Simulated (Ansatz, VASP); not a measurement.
**Zn44Se14S29: VASP beside Ansatz**

Wanted: the spread between two codes on one cell, functional and k mesh. Of the first pair: The structure shown is the start of the Ansatz relaxation below; VASP solves that cell, so the two are compared at the walk's first step.

Main program and level: Ansatz 0.2.0; plane waves, with VASP 6.6.1 beside it; PBE.

**1. Starting point**

The cell holds 87 atoms: 44 Zn, 14 Se and 29 S. Its edges and angles: a = 12.241 Å, b = 12.241 Å, c = 12.241 Å, α = 90.0°, β = 90.0°, γ = 90.0°. It derives from Zn44Se15S29 (partly crystallised Zn44Se15S29). Nearest the centre at fractional (0.400, 0.594, 0.577): Zn12 at 2.41 Å, Zn29 at 2.45 Å, Zn23 at 2.47 Å, Zn33 at 2.49 Å, S79 at 3.60 Å, S68 at 3.64 Å, Se50 at 3.72 Å, Se48 at 3.81 Å.

**2. Ansatz: relaxation, PBE**

Ansatz runs on its default PAW (the set named soft_2) files.

The two programs are compared at the cell with which this relaxation starts, whose forces are those of its first step.

The input, input.yaml:

```yaml
crystal:
  lattice:
    - [12.2405, 0.0, 0.0]
    - [0.0, 12.2405, 0.0]
    - [0.0, 0.0, 12.2405]
  atoms:
    - { symbol: Zn, position: [0.94073, 0.88558, 0.84837] }
    - { symbol: Zn, position: [0.21698, 0.86121, 0.92079] }
    - { symbol: Zn, position: [0.73499, 0.92197, 0.62288] }
    - { symbol: Zn, position: [0.86711, 0.05859, 0.1197] }
    - { symbol: Zn, position: [0.56806, 0.12406, 0.16861] }
    - { symbol: Zn, position: [0.31003, 0.2227, 0.6487] }
    - { symbol: Zn, position: [0.24127, 0.59482, 0.13281] }
    - { symbol: Zn, position: [0.8809, 0.13491, 0.64715] }
    - { symbol: Zn, position: [0.58991, 0.19668, 0.70766] }
    - { symbol: Zn, position: [0.53058, 0.30714, 0.42433] }
    - { symbol: Zn, position: [0.3624, 0.03453, 0.4031] }
    - { symbol: Zn, position: [0.26578, 0.67235, 0.69839] }
    - { symbol: Zn, position: [0.31794, 0.31081, 0.19869] }
    - { symbol: Zn, position: [0.45233, 0.90275, 0.72431] }
    - { symbol: Zn, position: [0.70204, 0.10174, 0.36459] }
    - { symbol: Zn, position: [0.02766, 0.35448, 0.09582] }
    - { symbol: Zn, position: [0.53126, 0.55116, 0.23801] }
    - { symbol: Zn, position: [0.07846, 0.23447, 0.39922] }
    - { symbol: Zn, position: [0.77524, 0.35472, 0.25817] }
    - { symbol: Zn, position: [0.99321, 0.53407, 0.33344] }
    - { symbol: Zn, position: [0.2104, 0.78949, 0.37948] }
    - { symbol: Zn, position: [0.81781, 0.37457, 0.82787] }
    - { symbol: Zn, position: [0.50162, 0.74313, 0.48748] }
    - { symbol: Zn, position: [0.73909, 0.50542, 0.51788] }
    - { symbol: Zn, position: [0.41305, 0.85479, 0.16026] }
    - { symbol: Zn, position: [0.13983, 0.97686, 0.61863] }
    - { symbol: Zn, position: [0.97287, 0.7068, 0.60442] }
    - { symbol: Zn, position: [0.47219, 0.65718, 0.94359] }
    - { symbol: Zn, position: [0.29483, 0.48773, 0.44387] }
    - { symbol: Zn, position: [0.00083, 0.78281, 0.15412] }
    - { symbol: Zn, position: [0.07598, 0.15839, 0.85561] }
    - { symbol: Zn, position: [0.05275, 0.41064, 0.64542] }
    - { symbol: Zn, position: [0.51184, 0.47399, 0.69854] }
    - { symbol: Zn, position: [0.66512, 0.05543, 0.89981] }
    - { symbol: Zn, position: [0.71755, 0.68024, 0.76445] }
    - { symbol: Zn, position: [0.78434, 0.57063, 0.07003] }
    - { symbol: Zn, position: [0.27194, 0.40673, 0.89662] }
    - { symbol: Zn, position: [0.72327, 0.83478, 0.03334] }
    - { symbol: Zn, position: [0.57006, 0.36634, 0.98337] }
    - { symbol: Zn, position: [0.78328, 0.7574, 0.34836] }
    - { symbol: Zn, position: [0.01504, 0.59744, 0.8931] }
    - { symbol: Zn, position: [0.94999, 0.95113, 0.40186] }
    - { symbol: Zn, position: [0.15497, 0.0412, 0.16125] }
    - { symbol: Zn, position: [0.36619, 0.11195, 0.93778] }
    - { symbol: Se, position: [0.23283, 0.1582, 0.2979] }
    - { symbol: Se, position: [0.1567, 0.52228, 0.77689] }
    - { symbol: Se, position: [0.4465, 0.23671, 0.06745] }
    - { symbol: Se, position: [0.15289, 0.78333, 0.57338] }
    - { symbol: Se, position: [0.93957, 0.52926, 0.52619] }
    - { symbol: Se, position: [0.63462, 0.63645, 0.3896] }
    - { symbol: Se, position: [0.19179, 0.33694, 0.52838] }
    - { symbol: Se, position: [0.02901, 0.15761, 0.05058] }
    - { symbol: Se, position: [0.32995, 0.02897, 0.59784] }
    - { symbol: Se, position: [0.70595, 0.10839, 0.56383] }
    - { symbol: Se, position: [0.57552, 0.95032, 0.07014] }
    - { symbol: Se, position: [0.78912, 0.94605, 0.28194] }
    - { symbol: Se, position: [0.18076, 0.601, 0.32306] }
    - { symbol: Se, position: [0.12401, 0.71033, 0.01753] }
    - { symbol: S, position: [0.85917, 0.82417, 0.51379] }
    - { symbol: S, position: [0.01521, 0.08725, 0.51574] }
    - { symbol: S, position: [0.70196, 0.50046, 0.70669] }
    - { symbol: S, position: [0.39101, 0.85068, 0.3558] }
    - { symbol: S, position: [0.88339, 0.65026, 0.22106] }
    - { symbol: S, position: [0.51535, 0.12999, 0.35063] }
    - { symbol: S, position: [0.74615, 0.18578, 0.18098] }
    - { symbol: S, position: [0.97125, 0.35384, 0.27801] }
    - { symbol: S, position: [0.95975, 0.27495, 0.74532] }
    - { symbol: S, position: [0.47657, 0.30811, 0.61256] }
    - { symbol: S, position: [0.29394, 0.97056, 0.0539] }
    - { symbol: S, position: [0.20942, 0.41536, 0.07823] }
    - { symbol: S, position: [0.36002, 0.77374, 0.83026] }
    - { symbol: S, position: [0.49992, 0.05994, 0.81158] }
    - { symbol: S, position: [0.80769, 0.00014, 0.78702] }
    - { symbol: S, position: [0.67945, 0.25488, 0.87256] }
    - { symbol: S, position: [0.89726, 0.89192, 0.03352] }
    - { symbol: S, position: [0.66717, 0.68042, 0.95001] }
    - { symbol: S, position: [0.45135, 0.47786, 0.88031] }
    - { symbol: S, position: [0.90825, 0.71186, 0.78255] }
    - { symbol: S, position: [0.59527, 0.80061, 0.65139] }
    - { symbol: S, position: [0.41949, 0.66607, 0.12604] }
    - { symbol: S, position: [0.41904, 0.41851, 0.31892] }
    - { symbol: S, position: [0.25289, 0.22722, 0.83204] }
    - { symbol: S, position: [0.65641, 0.45175, 0.13539] }
    - { symbol: S, position: [0.71397, 0.34344, 0.43245] }
    - { symbol: S, position: [0.9101, 0.46209, 0.97512] }
    - { symbol: S, position: [0.1034, 0.97215, 0.80812] }
    - { symbol: S, position: [0.08746, 0.89729, 0.27691] }
kpoints:
  mp_grid: { grid: [1, 1, 1] }
hamiltonian:
  xc: pbe
scf:
  occupations: { method: gaussian, width: 0.025 }
output:
  forces: true
  eigenvalues: true
relax:
  f_tol: 0.05
  max_steps: 90
```

On the command line:

```bash
$ ansatz run input.yaml --threads 4 --pin off --max-ram 8192MiB --backend cpu --events-out ev --progress --plain --runs-dir out
```

Numbers of over 12 decimals in the logs are rounded to 6 here.

What it wrote:

```text
Engine: ansatz 0.2.0, x86_64-unknown-linux-gnu
Pseudopotentials: kind: paw
Pseudopotential: Zn, paw, valence charge 12, recommended cutoff 420 eV (normal), Zn.paw.azcp
Pseudopotential: Se, paw, valence charge 16, recommended cutoff 420 eV (normal), Se.paw.azcp
Pseudopotential: S, paw, valence charge 6, recommended cutoff 420 eV (normal), S.paw.azcp
Functional definition: PBE
  parameter kappa = 0.804
  parameter beta = 0.066725
  exchange = pbe_x(kappa = kappa, mu = beta*pi^2/3)
  correlation = pbe_c(beta = beta)
Crystal: 87 atoms, lattice volume = 1833.992 Å³
Basis set: ecut = 420 eV, 35825 PW (Γ), exchange–correlation on 180×180×180 points (8 copies of the dense FFT grid, shifted against one another)
Bands: 556, of which v1, the nominal top of the filled ones, is band 463 counted from 1 (462 counted from 0)
Symmetry: 1 space group operations
Space group: P1 (ITA 1), of the structure as read, at distance tolerance 1.2e-4 Å
k-points: 1
Non-local potential: Zn, projectors of the file, l = 0: 2, l = 1: 2, l = 2: 3, l = 3: 1
Non-local potential: Se, projectors of the file, l = 0: 2, l = 1: 2, l = 2: 3, l = 3: 1
Non-local potential: S, projectors of the file, l = 0: 2, l = 1: 2, l = 2: 2
PAW form: soft (Blöchl's): semilocal exchange-correlation on the pseudo side does not see the compensation charge
PAW one-centre angular grid: Zn, 590 points (default); XC on 64 Gauss nodes
PAW one-centre angular grid: Se, 590 points (default); XC on 64 Gauss nodes
PAW one-centre angular grid: S, 110 points (default); XC on 64 Gauss nodes
Initial density: superposition of atomic densities (neutral atoms: chi_scale 0, normalization atom), corrected by the library's trained network
Initial wavefunctions: pseudopotential atomic-orbital guess
Functional: x = pbe(κ = 0.804, μ = 0.219515), c = pbe(β = 0.066725)
SCF iter   1: F=—  HF=-248819.414740 eV  |F-HF|=—  |Δ(HF+E_count)|=         —  Δρ=1.54e-3  dr2=2.30e-1  ethr=1.77e-3  ⟨swp⟩=6.0  Hψ=2282  notcnv=0  defer=20
preconditioner: auto → Resta (q_TF=auto, 2.435 Å⁻¹)  ε∞=6.5  [insulator: Δε(μ)=1.119 eV  Ē_g=10.411 eV  σ=0.025 eV  W_gap=1.00  n_scr=460 (ndim 8)  ℏωp=24.3 eV  f_vac=0.067  D(μ)=0.00/eV (n_scr^D=0)  ε∞_Penn≈6.5]
SCF iter   2: F=—  HF=-248819.379954 eV  |F-HF|=—  |Δ(HF+E_count)|=   3.48e-2  Δρ=8.48e-4  dr2=6.05e-2  ethr=2.49e-5  ⟨swp⟩=2.0  Hψ=1037  notcnv=0  defer=87
SCF iter   3: F=—  HF=-248819.375690 eV  |F-HF|=—  |Δ(HF+E_count)|=   4.26e-3  Δρ=6.63e-4  dr2=6.95e-3  ethr=6.54e-6  ⟨swp⟩=2.0  Hψ=816  notcnv=0  defer=87
SCF iter   4: F=—  HF=-248819.372871 eV  |F-HF|=—  |Δ(HF+E_count)|=   2.82e-3  Δρ=2.35e-4  dr2=1.73e-3  ethr=7.51e-7  ⟨swp⟩=2.0  Hψ=930  notcnv=0  defer=87
SCF iter   5: F=—  HF=-248819.372768 eV  |F-HF|=—  |Δ(HF+E_count)|=   1.04e-4  Δρ=7.03e-5  dr2=2.37e-4  ethr=1.87e-7  ⟨swp⟩=2.0  Hψ=930  notcnv=0  defer=87
SCF iter   6: F=-248819.372769 eV  HF=-248819.372748 eV  |F-HF|=2.02e-5  |Δ(HF+E_count)|=   1.93e-5  Δρ=4.00e-5  dr2=4.97e-5  ethr=6.75e-9  ⟨swp⟩=10.0  Hψ=2985  notcnv=0
SCF 1 converged in 6 iterations: F = -248819.372769 eV  dr2 = 4.97e-5
  greatest PAW one-centre occupation: 1.000 electrons in one spin orbital (limit 2), on the Se atom at site 55 (counted from 0), in its partial waves of l = 2
relax step   1: F+E_penalty+E_count = -248819.37276856 eV  Δ(F+E_penalty+E_count) = +0.000e0 eV  max|allowed force component| = 4.288e-1 eV/Å  Δτ_max = 0.0000 Å  (6 SCF iters, dr2 threshold 6.25e-5 eV, accepted)
Initial density: handed on by an earlier stage of this run
Initial wavefunctions: those handed on with the density
iter 1 solved again at ethr=2.02e-5 eV; its pass at ethr=3.10e-3 eV (dr2=1.87e-1 eV) is discarded
SCF iter   1: F=—  HF=-248819.655592 eV  |F-HF|=—  |Δ(HF+E_count)|=         —  Δρ=4.12e-3  dr2=1.88e-1  ethr=2.02e-5  ⟨swp⟩=2.0  Hψ=1606  notcnv=0  defer=89
preconditioner: auto → Resta (q_TF=auto, 2.435 Å⁻¹)  ε∞=6.5  [insulator: Δε(μ)=1.198 eV  Ē_g=10.409 eV  σ=0.025 eV  W_gap=1.00  n_scr=460 (ndim 8)  ℏωp=24.3 eV  f_vac=0.065  D(μ)=0.00/eV (n_scr^D=0)  ε∞_Penn≈6.5]
SCF iter   2: F=—  HF=-248819.601815 eV  |F-HF|=—  |Δ(HF+E_count)|=   5.38e-2  Δρ=1.94e-3  dr2=3.78e-2  ethr=2.02e-5  ⟨swp⟩=2.0  Hψ=934  notcnv=0  defer=89
SCF iter   3: F=—  HF=-248819.594837 eV  |F-HF|=—  |Δ(HF+E_count)|=   6.98e-3  Δρ=6.28e-4  dr2=4.40e-3  ethr=4.08e-6  ⟨swp⟩=2.0  Hψ=934  notcnv=0  defer=89
SCF iter   4: F=—  HF=-248819.594917 eV  |F-HF|=—  |Δ(HF+E_count)|=   8.02e-5  Δρ=2.10e-4  dr2=7.43e-4  ethr=4.76e-7  ⟨swp⟩=2.0  Hψ=901  notcnv=0  defer=89
SCF iter   5: F=—  HF=-248819.595268 eV  |F-HF|=—  |Δ(HF+E_count)|=   3.50e-4  Δρ=4.40e-5  dr2=5.76e-5  ethr=8.02e-8  ⟨swp⟩=2.0  Hψ=930  notcnv=0  defer=89
SCF iter   6: F=—  HF=-248819.595294 eV  |F-HF|=—  |Δ(HF+E_count)|=   2.63e-5  Δρ=2.15e-5  dr2=1.22e-5  ethr=1.24e-9  ⟨swp⟩=12.0  Hψ=2702  notcnv=0
[...]
--- Relaxed structure (13 steps of the walk, 12 accepted, 0 SCFs on fresh bases) ---
  F+E_penalty+E_count = -248820.29525223 eV   max|allowed force component| = 2.635e-2 eV/Å
  atoms:
    - { symbol: Zn, position: [0.939842, 0.887481, 0.847044] }
    - { symbol: Zn, position: [0.215146, 0.855900, 0.911117] }
    - { symbol: Zn, position: [0.727967, 0.911821, 0.623007] }
    - { symbol: Zn, position: [0.866283, 0.059021, 0.117900] }
    - { symbol: Zn, position: [0.567555, 0.124877, 0.168413] }
    - { symbol: Zn, position: [0.308017, 0.226140, 0.644986] }
    - { symbol: Zn, position: [0.244871, 0.597712, 0.133587] }
    - { symbol: Zn, position: [0.877927, 0.131188, 0.645508] }
    - { symbol: Zn, position: [0.584608, 0.191567, 0.698440] }
    - { symbol: Zn, position: [0.533954, 0.313676, 0.421839] }
    - { symbol: Zn, position: [0.359324, 0.035505, 0.396159] }
    - { symbol: Zn, position: [0.290235, 0.659823, 0.660521] }
    - { symbol: Zn, position: [0.317833, 0.317617, 0.204031] }
    - { symbol: Zn, position: [0.453226, 0.898975, 0.725422] }
    - { symbol: Zn, position: [0.694707, 0.096088, 0.363037] }
    - { symbol: Zn, position: [0.030132, 0.356823, 0.095075] }
    - { symbol: Zn, position: [0.531965, 0.555370, 0.241317] }
    - { symbol: Zn, position: [0.080457, 0.239248, 0.399097] }
    - { symbol: Zn, position: [0.779239, 0.352604, 0.262560] }
    - { symbol: Zn, position: [0.995467, 0.537837, 0.334609] }
    - { symbol: Zn, position: [0.207690, 0.800601, 0.368678] }
    - { symbol: Zn, position: [0.823835, 0.371410, 0.831511] }
    - { symbol: Zn, position: [0.470060, 0.667869, 0.539422] }
    - { symbol: Zn, position: [0.741383, 0.504722, 0.516409] }
[...]
- { symbol: Zn, position: [0.271304, 0.408602, 0.894512] }
    - { symbol: Zn, position: [0.721474, 0.838434, 0.037355] }
    - { symbol: Zn, position: [0.573627, 0.364356, 0.994333] }
    - { symbol: Zn, position: [0.771864, 0.756021, 0.360340] }
    - { symbol: Zn, position: [0.023966, 0.598673, 0.888164] }
    - { symbol: Zn, position: [0.942964, 0.954881, 0.397805] }
    - { symbol: Zn, position: [0.153450, 0.044319, 0.154871] }
    - { symbol: Zn, position: [0.364349, 0.115073, 0.935525] }
    - { symbol: Se, position: [0.230228, 0.161350, 0.293626] }
    - { symbol: Se, position: [0.167778, 0.526591, 0.766514] }
    - { symbol: Se, position: [0.443281, 0.237837, 0.070168] }
    - { symbol: Se, position: [0.157822, 0.783816, 0.565826] }
    - { symbol: Se, position: [0.941374, 0.530346, 0.526869] }
    - { symbol: Se, position: [0.619405, 0.634871, 0.406878] }
    - { symbol: Se, position: [0.198914, 0.347744, 0.524051] }
    - { symbol: Se, position: [0.026601, 0.160992, 0.046258] }
    - { symbol: Se, position: [0.331240, 0.033176, 0.593313] }
    - { symbol: Se, position: [0.701693, 0.099852, 0.562295] }
    - { symbol: Se, position: [0.572740, 0.955137, 0.063581] }
    - { symbol: Se, position: [0.778691, 0.939847, 0.280936] }
    - { symbol: Se, position: [0.182668, 0.607153, 0.323655] }
    - { symbol: Se, position: [0.123318, 0.711105, 0.019630] }
    - { symbol: S, position: [0.860979, 0.825680, 0.515973] }
    - { symbol: S, position: [0.013782, 0.089765, 0.512209] }
    - { symbol: S, position: [0.717571, 0.499571, 0.710615] }
    - { symbol: S, position: [0.385217, 0.857913, 0.343348] }
    - { symbol: S, position: [0.876642, 0.652288, 0.228638] }
    - { symbol: S, position: [0.511629, 0.137472, 0.349698] }
    - { symbol: S, position: [0.747111, 0.185017, 0.182235] }
    - { symbol: S, position: [0.973574, 0.357614, 0.277409] }
    - { symbol: S, position: [0.960480, 0.272525, 0.741810] }
    - { symbol: S, position: [0.475388, 0.318235, 0.612233] }
    - { symbol: S, position: [0.288962, 0.971029, 0.042687] }
    - { symbol: S, position: [0.211490, 0.418715, 0.077351] }
    - { symbol: S, position: [0.356226, 0.763321, 0.817485] }
    - { symbol: S, position: [0.497119, 0.060522, 0.807404] }
    - { symbol: S, position: [0.802652, -0.00237043, 0.784593] }
    - { symbol: S, position: [0.676644, 0.257847, 0.870081] }
    - { symbol: S, position: [0.896436, 0.893384, 0.032435] }
    - { symbol: S, position: [0.669897, 0.680502, 0.955828] }
    - { symbol: S, position: [0.453581, 0.478033, 0.889655] }
    - { symbol: S, position: [0.912516, 0.712683, 0.781981] }
    - { symbol: S, position: [0.592047, 0.783430, 0.659863] }
    - { symbol: S, position: [0.422062, 0.669712, 0.123672] }
    - { symbol: S, position: [0.416303, 0.428925, 0.327689] }
    - { symbol: S, position: [0.252821, 0.229897, 0.829275] }
    - { symbol: S, position: [0.659378, 0.452723, 0.142706] }
    - { symbol: S, position: [0.717941, 0.339379, 0.437305] }
    - { symbol: S, position: [0.915551, 0.465472, 0.974013] }
    - { symbol: S, position: [0.102130, 0.972211, 0.802386] }
    - { symbol: S, position: [0.079612, 0.904227, 0.270936] }
```

(Part 1 of 2 ends here.)

[Lines on the potential files, build, host, timing and source positions are cut from VASP's logs without a mark.]

[Logs are printed without paths, hosts, clocks, repeated set-up lines and the standing remarks that a program may print on its own settings, such as how far it seeks lower states.]

[Hosts, paths, dates, database ids (printed as entryN), source tags and the programs' standing remarks are cut or masked in the printed files.]
